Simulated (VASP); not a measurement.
In3GaSb2N2:

```
In Ga Sb N
1.0
     6.65947    0.00000    0.00000
    -3.32973    5.76727    0.00000
     0.00000    0.00000    4.96424
In Ga Sb N
3 1 2 2
Direct
  0.50000 0.00000 0.50000
  0.00000 0.50000 0.50000
  0.50000 0.50000 0.50000
  0.00000 0.00000 0.00000
  0.33333 0.66667 0.50000
  0.66667 0.33333 0.50000
  0.33333 0.66667 0.00000
  0.66667 0.33333 0.00000
```

The cell was built by a generator and needn't be a form met in nature.

```yaml
Program: VASP 6.6.1
Task: relaxation of cell and atoms
Functional: PBE
Potentials_or_basis: VASP PAW PBE potentials, release 64 (In_d, Ga_d, Sb, N)
Cutoff: 520 eV
k_mesh: 3 × 3 × 3
Occupations: gaussian, width 0.15 eV
Spin: no spin polarisation
```

At the start: pressure 91.4 GPa; volume 23.83 Å³/atom.

Task: How do energy, volume and symmetry change on relaxing?

Result: Over 13 steps the energy falls by 5446.8 meV/atom and the volume is 39.14 Å³/atom (+64.2 %); space group P6/mmm (No. 191, to 0.05 Å).

Step by step:
| step | energy change (eV) | largest force (eV/Å) | pressure (GPa) | volume (Å³) |
| --- | --- | --- | --- | --- |
| 1 | 0.0000 | 0.0000 | 91.37 | 190.66 |
| 2 | 1.8937 | 0.0000 | -34.79 | 713.14 |
| 3 | -27.7041 | 0.0000 | -6.18 | 431.52 |
| 4 | -41.4227 | 0.0000 | -4.89 | 409.90 |
| 5 | -41.8602 | 0.0000 | -3.10 | 374.62 |
| 6 | -41.9036 | 0.0000 | -2.88 | 370.43 |
| 7 | -43.3387 | 0.0000 | -1.86 | 334.24 |
| 8 | -43.5565 | 0.0000 | -0.63 | 319.25 |
| 9 | -43.5566 | 0.0000 | -0.52 | 318.23 |
| 10 | -43.5727 | 0.0000 | 0.21 | 311.48 |
| 11 | -43.5729 | 0.0000 | 0.09 | 312.16 |
| 12 | -43.5729 | 0.0000 | 0.12 | 311.99 |
| 13 | -43.5743 | 0.0000 | -0.10 | 313.12 |

Final structure:
```
CELL_PARAMETERS angstrom
9.38005 0.00000 0.00000
-4.69003 8.12336 0.00000
0.00000 0.00000 4.10934
ATOMIC_POSITIONS crystal
In 0.50000 0.00000 0.50000
In 0.00000 0.50000 0.50000
In 0.50000 0.50000 0.50000
Ga 0.00000 0.00000 0.00000
Sb 0.33333 0.66667 0.50000
Sb 0.66667 0.33333 0.50000
N 0.33333 0.66667 0.00000
N 0.66667 0.33333 0.00000
```

Caveat: the k mesh is coarse (spacing up to 0.42 Å⁻¹), so the values aren't converged; the volume moved by over 15 % at a fixed basis, so the end points are rough; the relaxation stopped at a loose force limit of 0.08 eV/Å, so its end isn't a converged minimum.
